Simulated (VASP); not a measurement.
Al (fcc) is relaxed at rising pressure, each step from the one before. Symmetry mostly holds the structure type, and other phases were not tried. The mesh follows the cell, and a change of mesh leaves a small step in the series.

Given:

```
CELL_PARAMETERS angstrom
      0.00000     2.01772     2.01772
      2.01772     0.00000     2.01772
      2.01772     2.01772     0.00000
ATOMIC_POSITIONS crystal
  Al 0.00000 0.00000 0.00000
```

Level of theory: PBE GGA, VASP's PBE PAW potentials (set 64) (plane waves; VASP 6.6.1). Settings: 500 eV cut-off, 15×15×15 Γ-centred mesh, first-order Methfessel-Paxton smearing of 0.10 eV, potentials Al.

```json
[
 {"P (GPa)": "0", "V (Å³/atom)": "16.43", "H − H(0) (eV/atom)": "0.000", "space group": "Fm-3m", "gap on the mesh (eV)": "0.00", "k-mesh": "15×15×15"},
 {"P (GPa)": "5", "V (Å³/atom)": "15.57", "H − H(0) (eV/atom)": "0.494", "space group": "Fm-3m", "gap on the mesh (eV)": "0.00", "k-mesh": "16×16×16"},
 {"P (GPa)": "10", "V (Å³/atom)": "14.89", "H − H(0) (eV/atom)": "0.969", "space group": "Fm-3m", "gap on the mesh (eV)": "0.00", "k-mesh": "16×16×16"},
 {"P (GPa)": "20", "V (Å³/atom)": "13.88", "H − H(0) (eV/atom)": "1.865", "space group": "Fm-3m", "gap on the mesh (eV)": "0.00", "k-mesh": "16×16×16"},
 {"P (GPa)": "30", "V (Å³/atom)": "13.10", "H − H(0) (eV/atom)": "2.708", "space group": "Fm-3m", "gap on the mesh (eV)": "0.00", "k-mesh": "17×17×17"},
 {"P (GPa)": "45", "V (Å³/atom)": "12.24", "H − H(0) (eV/atom)": "3.893", "space group": "Fm-3m", "gap on the mesh (eV)": "0.00", "k-mesh": "17×17×17"}
]
```

Pressures at which the relaxation failed are left out.

The compound is Al in the fcc structure.
